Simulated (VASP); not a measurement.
Given:

```yaml
crystal:
  lattice:
    - [-1.51172, 1.51172, 1.51172]
    - [1.51172, -1.51172, 1.51172]
    - [1.51172, 1.51172, -1.51172]
  atoms:
    - { symbol: V, position: [0.00000, 0.00000, 0.00000] }
```

Calculation: revTPSS meta-GGA, VASP's PBE PAW potentials (set 64) (plane waves; VASP 6.6.1). Settings: 520 eV cut-off, 17×17×17 Γ-centred mesh, first-order Methfessel-Paxton smearing of 0.10 eV, potentials V_sv.

Task: Give the stress tensor in GPa (positive for a compressed cell).

Result: 
```
-10.09    0.00    0.00
  0.00  -10.09    0.00
  0.00    0.00  -10.09
```
The pressure is its mean diagonal, -10.09 GPa.

The compound is V in the bcc structure. This cell is one point of a volume scan, at 1.06 of the reference volume. The run is not spin-polarised, so no magnetic state was tried.
